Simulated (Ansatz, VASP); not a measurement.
**Two plane-wave programs on CaBr**

```
Ca Br
1.0
     3.91702    0.00000    0.00000
    -1.95851    3.39224    0.00000
     0.00000    0.00000    4.34103
Ca Br
1 1
Direct
  0.00000 0.00000 0.00000
  0.33333 0.66667 0.50000
```

The cell comes from a database or a generator and needn't be the stable form of this composition.

Alike in both runs: task single point; functional PBE; k mesh 15 × 15 × 12; occupations gaussian, width 0.15 eV; no spin polarisation.

|  | VASP | Ansatz |
| --- | --- | --- |
| version | VASP 6.6.1 | Ansatz 0.2.0 |
| potentials or method | VASP PAW PBE potentials, release 64 (Ca_sv, Br) | scalar-relativistic, plane waves, PAW |
| plane-wave cutoff (eV) | 520 | 420 |
| valence electrons in the cell | 17 | 17 |

```tsv
	VASP	Ansatz	Ansatz less VASP
gap on the k mesh at the Fermi level (eV)	none	none	-
pressure (GPa)	0.4	0.3	-0.06
largest component of the traceless stress (GPa)	0.34	0.31	-0.021
```

A gap of «none» marks a metal or a gap that the smearing closes.

Caveats: an odd number of electrons without spin polarisation forces a metal; a magnetic or distorted state may lie lower.
